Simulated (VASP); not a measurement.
# A VASP study of Iridium (PBEsol): structure first, properties next

How well does PBEsol reproduce what experiment finds for Iridium? The cell is relaxed first, and properties follow on it. The steps: full relaxation (PBEsol), single point with fields (PBEsol), bands along the symmetry lines (PBEsol), total and projected DOS (PBEsol) and field gradients at the nuclei (PBEsol). Left out of this account: at least 2 further runs (phonons: it ended without a result to show; relaxation: not told here). The start is a cell from a database of measured crystal structures.

Method: PBEsol; plane waves and PAW (Ir), in VASP 6.6.1.

Experimental background.

For Ir, fcc (bulk crystal), “Strong-coupling superconductivity of SrIr2 and SrRh2: Phonon engineering of metallic Ir and Rh” (2021, arxiv:2108.03692) quotes earlier work: lattice constant a (experimental lattice constant, quoted) 3.838 Å.

The database entry behind the starting cell differs from later determinations by our own check (0.1 to 0.3 % short, probably kX units), so it need not match the best structure at ambient conditions.

## Step 1: The structure

Before any relaxation, the start is as follows. The structure is cubic, space group Fm-3m (No. 225). The conventional cell has a = 3.831 Å, b = 3.831 Å, c = 3.831 Å, α = 90.00°, β = 90.00°, γ = 90.00°. Nearest to Ir lie 12 Ir at 2.71 Å.

As a file:

```xyz
1
Lattice="0.0000 1.9156 1.9156 1.9156 0.0000 1.9156 1.9156 1.9156 0.0000" Properties=species:S:1:pos:R:3 pbc="T T T"
Ir    0.0000    0.0000    0.0000
```

## Step 2: Full relaxation (PBEsol)

The start need not lie at this functional's minimum. ISIF = 3 frees volume, shape and positions, and EDIFFG sets the threshold on forces and stress at which the search stops. PBEsol restores the gradient expansion of exchange and is tuned for the cells of solids.

File INCAR:

```
SYSTEM = Ir
PREC = Accurate
ENCUT = 400
EDIFF = 1E-06
NELM = 100
ISMEAR = 1
SIGMA = 0.2
LREAL = .FALSE.
ALGO = Normal
GGA = PS
NBANDS = 10
LASPH = .TRUE.
LORBIT = 11
LWAVE = .FALSE.
LCHARG = .FALSE.
KPAR = 2
IBRION = 2
NSW = 60
ISIF = 3
EDIFFG = -0.01
```

File POSCAR:

```
Ir
1.0
    0.0000000000      1.9156000000      1.9156000000
    1.9156000000      0.0000000000      1.9156000000
    1.9156000000      1.9156000000      0.0000000000
Ir
1
Direct
    0.0000000000      0.0000000000      0.0000000000
```

File KPOINTS:

```
Automatic mesh
0
Gamma
10 10 10
0 0 0
```

The projector-augmented-wave data sets are Ir (PBE family, release 64).

Run with:

```
$ mpirun -np 2 vasp_std
```

The program printed:

```text
[banner, memory and clock lines left out]
running    2 mpi-ranks, on    1 nodes
 distrk:  each k-point on    1 cores,    2 groups
 distr:  one band on    1 cores,    1 groups

 POSCAR found type information on POSCAR Ir
 POSCAR found :  1 types and       1 ions
|                                                                             |
|               ----> ADVICE to this user running VASP <----                  |
|                                                                             |
|     You enforced a specific xc type in the INCAR file but a different       |
|     [... a line on the potential file left out ...]
|     I HOPE YOU KNOW WHAT YOU ARE DOING!                                     |
|                                                                             |

 LDA part: xc-table for (Slater+PW92), standard interpolation
 POSCAR, INCAR and KPOINTS ok, starting setup
 FFT: planning ... GRIDC
 FFT: planning ... GRID_SOFT
 FFT: planning ... GRID
 WAVECAR not read
 entering main loop
       N       E                     dE             d eps       ncg     rms          rms(c)
DAV:   1     0.401062538349E+02    0.40106E+02   -0.37385E+03   964   0.654E+02
DAV:   2    -0.976021096654E+01   -0.49866E+02   -0.47388E+02   966   0.179E+02
DAV:   3    -0.104458338787E+02   -0.68562E+00   -0.68450E+00  1148   0.256E+01
DAV:   4    -0.104515057711E+02   -0.56719E-02   -0.56708E-02  1042   0.212E+00
DAV:   5    -0.104516195163E+02   -0.11375E-03   -0.11374E-03  1098   0.280E-01    0.160E+01
DAV:   6    -0.992838031374E+01    0.52324E+00   -0.90787E-01  1042   0.114E+01    0.634E+00
DAV:   7    -0.983101216292E+01    0.97368E-01   -0.28789E-01  1104   0.587E+00    0.143E+00
DAV:   8    -0.982867093239E+01    0.23412E-02   -0.20838E-03  1010   0.451E-01    0.115E+00
DAV:   9    -0.982388535580E+01    0.47856E-02   -0.24065E-03  1020   0.690E-01    0.307E-02
DAV:  10    -0.982387436616E+01    0.10990E-04   -0.15861E-05  1330   0.420E-02    0.222E-02
DAV:  11    -0.982387600565E+01   -0.16395E-05   -0.11727E-06   866   0.672E-03    0.170E-03
DAV:  12    -0.982387600829E+01   -0.26457E-08   -0.27188E-08   498   0.166E-03
   1 F= -.98238760E+01 E0= -.98235786E+01  d E =-.982388E+01
 curvature:   0.00 expect dE= 0.000E+00 dE for cont linesearch  0.000E+00
 trial: gam= 0.00000 g(F)=  0.220E-64 g(S)=  0.680E-03 ort = 0.000E+00 (trialstep = 0.100E+01)
 search vector abs. value=  0.680E-03
 bond charge predicted
       N       E                     dE             d eps       ncg     rms          rms(c)
DAV:   1    -0.982763294703E+01   -0.37569E-02   -0.16077E-01  1012   0.563E+00    0.654E-01
DAV:   2    -0.982336324348E+01    0.42697E-02   -0.97232E-03  1026   0.119E+00    0.238E-01
DAV:   3    -0.982287204458E+01    0.49120E-03   -0.19276E-03  1106   0.473E-01    0.706E-02
DAV:   4    -0.982286928973E+01    0.27548E-05   -0.47035E-05  1080   0.621E-02    0.620E-03
DAV:   5    -0.982286982359E+01   -0.53386E-06   -0.11384E-06   992   0.730E-03
   2 F= -.98228698E+01 E0= -.98225692E+01  d E =0.100618E-02
 trial-energy change:    0.001006  1 .order    0.000980   -0.000680    0.002640
 step:   0.1973(harm=  0.2047)  dis= 0.00000  next Energy=    -9.823943 (dE=-0.668E-04)
 bond charge predicted
       N       E                     dE             d eps       ncg     rms          rms(c)
DAV:   1    -0.982699482118E+01   -0.41255E-02   -0.10365E-01  1012   0.452E+00    0.550E-01
DAV:   2    -0.982425670143E+01    0.27381E-02   -0.60628E-03  1026   0.942E-01    0.183E-01
DAV:   3    -0.982393916029E+01    0.31754E-03   -0.12548E-03  1096   0.384E-01    0.505E-02
DAV:   4    -0.982394190343E+01   -0.27431E-05   -0.32556E-05  1080   0.505E-02    0.325E-03
DAV:   5    -0.982394220530E+01   -0.30187E-06   -0.46013E-07   786   0.621E-03
   3 F= -.98239422E+01 E0= -.98236443E+01  d E =-.661970E-04
 curvature:  -0.10 expect dE=-0.156E-09 dE for cont linesearch -0.156E-09
 trial: gam= 0.00000 g(F)=  0.697E-69 g(S)=  0.153E-08 ort =-0.102E-05 (trialstep = 0.839E+00)
 search vector abs. value=  0.163E-08
 reached required accuracy - stopping structural energy minimisation
```

Run time: 3.6 s. Hardware: 2 MPI ranks of Intel Xeon 6975P-C (Granite Rapids), shared host; peak memory 0.23 GiB.

The logs omit lines about the potential files and the build; timing stands in the text.

Parts of OUTCAR (step 2):

```text
ion  position               nearest neighbor table
   1  0.000  0.000  0.000-

  LATTYP: Found a face centered cubic cell.
 ALAT       =     3.8312000000

 Subroutine GETGRP returns: Found 48 space group operations
 (whereof 48 operations were pure point group operations)

The static configuration has the point symmetry O_h .

 Found     47 irreducible k-points:

   k-points           NKPTS =     47   k-points in BZ     NKDIM =     47   number of bands    NBANDS=     10

   dimension x,y,z NGX =    18 NGY =   18 NGZ =   18
   dimension x,y,z NGXF=    36 NGYF=   36 NGZF=   36

   ENCUT  =  400.0 eV  29.40 Ry    5.42 a.u.   4.42  4.42  4.42*2*pi/ulx,y,z

   NELECT =       9.0000    total number of electrons

 k-points in reciprocal lattice and weights: Automatic mesh
   0.00000000  0.00000000  0.00000000       0.001
   0.10000000  0.00000000  0.00000000       0.008
   0.20000000  0.00000000  0.00000000       0.008
   0.30000000  0.00000000  0.00000000       0.008
   0.40000000  0.00000000  0.00000000       0.008
   0.50000000  0.00000000  0.00000000       0.004
   0.10000000  0.10000000  0.00000000       0.006
   0.20000000  0.10000000  0.00000000       0.024
   0.30000000  0.10000000  0.00000000       0.024
[...]
-0.30000000  0.40000000  0.20000000       0.024
  -0.30000000  0.50000000  0.20000000       0.012

 average (electrostatic) potential at core
       1 -48.5345

 E-fermi :  10.4054

 k-point     1 :       0.0000    0.0000    0.0000
  band No.  band energies     occupation
    ...
      2       6.3898      2.00000
      3       6.3898      2.00000
      4       6.3898      2.00000
      5       9.1307      2.00000
      6       9.1307      2.00000
      7      24.6263      0.00000
      8      30.2344      0.00000
      9      30.2344      0.00000
     10      30.2344      0.00000

 k-point     2 :       0.1000    0.0000    0.0000
  band No.  band energies     occupation
    ...
      2       6.1667      2.00000
      3       6.5725      2.00000
      4       6.5725      2.00000
      5       9.0213      2.00000
      6       9.0213      2.00000
      7      25.3703      0.00000
      8      28.3259      0.00000
      9      30.9612      0.00000
     10      30.9612      0.00000

 k-point     3 :       0.2000    0.0000    0.0000
  band No.  band energies     occupation
    ...
      2       5.8196      2.00000
      3       6.8537      2.00000
      4       6.8537      2.00000
      5       9.0342      2.00000
      6       9.0342      2.00000
      7      25.4669      0.00000
      8      26.9479      0.00000
      9      32.9160      0.00000
     10      32.9160      0.00000

  Total       -0.0001027     -0.0001027     -0.0001027     -0.0000000      0.0000000      0.0000000
  in kB       -0.0116763     -0.0116763     -0.0116763     -0.0000000      0.0000000      0.0000000
  external PRESSURE =      -0.0116763 kB  Pullay stress =       0.0000000 kB

  energy-cutoff  :      400.00
  volume of cell :       14.09
      direct lattice vectors                 reciprocal lattice vectors
     0.000000000  1.916849204  1.916849204    -0.260844723  0.260844723  0.260844723
     1.916849204  0.000000000  1.916849204     0.260844723 -0.260844723  0.260844723
     1.916849204  1.916849204 -0.000000000     0.260844723  0.260844723 -0.260844723

 POSITION                                       TOTAL-FORCE (eV/Angst)
 -----------------------------------------------------------------------------------
      0.00000      0.00000      0.00000         0.000000      0.000000      0.000000
 -----------------------------------------------------------------------------------
    total drift:                                0.000000     -0.000000     -0.000000

  FREE ENERGIE OF THE ION-ELECTRON SYSTEM (eV)
  ---------------------------------------------------
  free  energy   TOTEN  =        -9.8239422053 eV

  energy  without entropy=       -9.8230483988  energy(sigma->0) =       -9.82364427

 reached required accuracy - stopping structural energy minimisation

 total charge
# of ion       s       p       d       tot
------------------------------------------
    1        0.674   0.747   6.979   8.399

[... 3 further parts left out ...]
```

CONTCAR:

```
Ir
   1.00000000000000
     0.0000000000000000    1.9168492042594227    1.9168492042594227
     1.9168492042594227    0.0000000000000000    1.9168492042594227
     1.9168492042594227    1.9168492042594227   -0.0000000000000000
  Ir
     1
Direct
     0.0000000000000000    0.0000000000000000    0.0000000000000000
```

This run has no spin polarisation. Its electron count is odd, so without a moment it is a metal by construction. The k-mesh is coarse for a metal. The PAW data sets were made with PBE, which is usual practice but a small mismatch for other functionals. The run keeps the 48 symmetry operations of its start, so it cannot find a distortion of lower symmetry.

Little changed from the start: no atom moved by 0.005 Å and no cell edge by 0.1 %.

This step gave:

```
electrons                              : 9
bands                                  : 10
irreducible k-points                   : 47
symmetry operations                    : 48
free energy (TOTEN)                    : -9.824 eV
energy at zero smearing                : -9.824 eV
Fermi energy                           : 10.41 eV
pressure                               : -0.001168 GPa
metallic, judged on the points sampled : yes
SCF cycles over all ionic steps        : 22
```

It ends with forces that vanish by symmetry and a pressure of 0.00 GPa. The volume lies +0.2 % from that of the database's start.

## Step 3: Single point with fields (PBEsol)

The relaxed cell gets a fresh self-consistent run, on a basis set for its own volume, to fix the density and to check the remaining stress.

INCAR, as its differences from that of step 2:

```diff
@@ -14,7 +14,5 @@
 LWAVE = .FALSE.
-LCHARG = .FALSE.
-KPAR = 2
-IBRION = 2
-NSW = 60
-ISIF = 3
-EDIFFG = -0.01
+LCHARG = .TRUE.
+ISIF = 2
+LELF = .TRUE.
+LVHAR = .TRUE.
```

File POSCAR:

```
Ir
1.0
    0.0000000000      1.9168492043      1.9168492043
    1.9168492043      0.0000000000      1.9168492043
    1.9168492043      1.9168492043      0.0000000000
Ir
1
Direct
    0.0000000000      0.0000000000      0.0000000000
```

KPOINTS is that of step 2.

Run with:

```
$ mpirun -np 2 vasp_std
```

The program printed:

```text
[banner, memory and clock lines left out]
running    2 mpi-ranks, on    1 nodes
 distrk:  each k-point on    2 cores,    1 groups
 distr:  one band on    1 cores,    2 groups

 POSCAR found type information on POSCAR Ir
 POSCAR found :  1 types and       1 ions
 [... a notice as in an earlier step ...]

 LDA part: xc-table for (Slater+PW92), standard interpolation
 POSCAR, INCAR and KPOINTS ok, starting setup
 FFT: planning ... GRIDC
 FFT: planning ... GRID_SOFT
 FFT: planning ... GRID
 WAVECAR not read
 entering main loop
       N       E                     dE             d eps       ncg     rms          rms(c)
DAV:   1     0.390269897729E+02    0.39027E+02   -0.37391E+03   996   0.659E+02
DAV:   2    -0.970993867183E+01   -0.48737E+02   -0.46164E+02   992   0.181E+02
DAV:   3    -0.104463273808E+02   -0.73639E+00   -0.73550E+00  1098   0.263E+01
DAV:   4    -0.104527143153E+02   -0.63869E-02   -0.63864E-02  1068   0.230E+00
DAV:   5    -0.104528291987E+02   -0.11488E-03   -0.11488E-03  1072   0.288E-01    0.159E+01
DAV:   6    -0.992814560953E+01    0.52468E+00   -0.91451E-01  1038   0.114E+01    0.630E+00
DAV:   7    -0.983106489047E+01    0.97081E-01   -0.28747E-01  1100   0.586E+00    0.143E+00
DAV:   8    -0.982869328912E+01    0.23716E-02   -0.20873E-03  1006   0.451E-01    0.114E+00
DAV:   9    -0.982395203273E+01    0.47413E-02   -0.23764E-03  1024   0.685E-01    0.299E-02
DAV:  10    -0.982394162465E+01    0.10408E-04   -0.15491E-05  1328   0.418E-02    0.217E-02
DAV:  11    -0.982394327111E+01   -0.16465E-05   -0.11490E-06   876   0.666E-03    0.167E-03
DAV:  12    -0.982394327530E+01   -0.41838E-08   -0.25882E-08   502   0.161E-03
   1 F= -.98239433E+01 E0= -.98236453E+01  d E =-.893855E-03
```

Wall time 2 s (2 MPI ranks); peak memory 0.2 GiB; 3.2 s of CPU time.

Parts of OUTCAR (step 3):

```text
  LATTYP: Found a face centered cubic cell.
 ALAT       =     3.8336984086

The static configuration has the point symmetry O_h .

 Found     47 irreducible k-points:

   NELECT =       9.0000    total number of electrons

 E-fermi :  10.4054

 k-point     4 :       0.3000    0.0000    0.0000
  band No.  band energies     occupation
    ...
      2       6.2645      2.00000
      3       6.7241      2.00000
      4       6.7241      2.00000
      5       9.7526      2.00004
      6       9.7526      2.00004
      7      22.6384      0.00000
      8      26.4569      0.00000
      9      33.8918      0.00000
     10      33.8918      0.00000

 k-point     5 :       0.4000    0.0000    0.0000
  band No.  band energies     occupation
      1       2.1288      2.00000
      2       6.4242      2.00000
      3       6.4243      2.00000
      4       8.1034      2.00000
      5      10.7602     -0.03090
      6      10.7602     -0.03090
      7      19.4511      0.00000
      8      24.7598      0.00000
      9      31.2191      0.00000
    ...

  Total        0.0012361      0.0012361      0.0012361      0.0000000      0.0000000      0.0000000
  in kB        0.1405976      0.1405976      0.1405976      0.0000000      0.0000000      0.0000000
  external PRESSURE =       0.1405976 kB  Pullay stress =       0.0000000 kB

  energy-cutoff  :      400.00
  volume of cell :       14.09
      direct lattice vectors                 reciprocal lattice vectors
     0.000000000  1.916849204  1.916849204    -0.260844723  0.260844723  0.260844723
     1.916849204  0.000000000  1.916849204     0.260844723 -0.260844723  0.260844723
     1.916849204  1.916849204  0.000000000     0.260844723  0.260844723 -0.260844723

 POSITION                                       TOTAL-FORCE (eV/Angst)
 -----------------------------------------------------------------------------------
      0.00000      0.00000      0.00000         0.000000      0.000000     -0.000000
 -----------------------------------------------------------------------------------
    total drift:                                0.000000     -0.000000     -0.000000

  FREE ENERGIE OF THE ION-ELECTRON SYSTEM (eV)
  ---------------------------------------------------
  free  energy   TOTEN  =        -9.8239432753 eV

  energy  without entropy=       -9.8230494206  energy(sigma->0) =       -9.82364532

[... 11 parts as in an earlier step ...]

[... 1 further part left out ...]
```

This step gave:

```yaml
scf_cycles: 12
pressure: 0.01406 GPa
```

Valence electrons inside each PAW sphere by angular momentum. Sphere charges, by row:

```tsv
atom	s (e)	p (e)	d (e)	tot (e)
Ir1	0.674	0.747	6.979	8.399
```

ELF in the ac plane of the conventional cell at fractional y = 0.000, with atoms of Ir within 0.2 Å of it. It is the smooth field of the valence electrons, not physical close to the nuclei.

Ten even steps from '_' (0.01) to '@' (0.39), each cell a mean:
```
____--%%##++====++**%%**..__
..::++%%%%**++++**##%%##==..
****%%@@@@%%######%%@@@@##**
%%%%@@@@@@%%%%%%%%@@@@@@%%%%
****##@@%%++----==**@@%%##**
==++**%%**::______==%%##**++
--==**%%**..__--__--%%##++==
==++**%%**..______--%%##++==
++**##%%##==....::++%%%%**++
####%%@@@@##******%%@@@@%%##
%%%%@@@@@@%%%%%%%%@@@@@@%%%%
--==**@@%%##******##@@%%++--
____==%%##**++==++**%%**::__
--__--%%##++==--==**%%**..__
```
Columns run along a (3.8 Å), rows up along c (3.8 Å), edges of the conventional cell, whose origin can differ from the input's. Atoms in or near the plane, at fractional coordinates: Ir at (0.00, 0.00), Ir at (0.50, 0.50).

Electrostatic potential energy in the ac plane of the conventional cell at fractional y = 0.000, with atoms of Ir within 0.2 Å of it. With pseudopotentials it is smooth inside the atoms' cores, unlike the true potential.

Ten even steps from '_' (-56 eV) to '@' (2 eV), each cell a mean:
```
__..--**%%@@@@@@@@@@%%++::__
::--++##@@@@@@@@@@@@%%**==::
==++##%%@@@@%%%%%%@@@@%%**++
%%%%%%@@%%##****##%%%%@@%%%%
@@@@@@%%##++----==++%%@@@@@@
@@@@@@%%++--..__..==##%%@@@@
@@@@@@%%==::______--**%%@@@@
@@@@@@%%++::____..--**%%@@@@
@@@@@@%%**==::::--++##@@@@@@
%%%%@@@@%%**++==++##%%@@@@%%
**##%%%%@@%%%%%%%%%%@@%%##**
--==++%%@@@@@@@@@@@@%%##++--
__..==##%%@@@@@@@@@@%%++--..
____--**%%@@@@@@@@@@%%==::__
```
Columns run along a (3.8 Å; values clipped at the 3rd and 97th percentile), rows up along c (3.8 Å), edges of the conventional cell, whose origin can differ from the input's. Atoms in or near the plane, at fractional coordinates: Ir at (0.00, 0.00), Ir at (0.50, 0.50).

Valence density in the ac plane of the conventional cell at fractional y = 0.000, with atoms of Ir within 0.2 Å of it. It is the smooth field of the valence electrons, not physical close to the nuclei.

Ten even steps from '0' (0.2 e/Å³) to '9' (2.6 e/Å³), each cell a mean:
```
97521000001468
65320000001246
43210011001124
11111223211111
00012355431000
00013578642000
00014699853100
00014689752100
00012466532000
10011244321001
32111111111122
54310000001235
86420000001357
98531000001469
```
Columns run along a (3.8 Å), rows up along c (3.8 Å), edges of the conventional cell, whose origin can differ from the input's. Atoms in or near the plane, at fractional coordinates: Ir at (0.00, 0.00), Ir at (0.50, 0.50).

In this run the pressure is 0.01 GPa, small enough to go on; single stress components reach 0.01 GPa.

[end of part 1 of 3]

[Lines on the potential files, build, host, timing and source positions are cut from VASP's logs without a mark.]

[Logs are printed without paths, hosts, clocks, repeated set-up lines and the standing remarks that a program may print on its own settings, such as how far it seeks lower states.]

[Hosts, paths, dates, database ids (printed as entryN), source tags and the programs' standing remarks are cut or masked in the printed files.]

[A measured line is paired with the nearest computed mode of its activity, which favours agreement.]

[In band tables of VASP the shares of atoms and orbitals are scaled to a sum of 1 inside the atoms' spheres.]
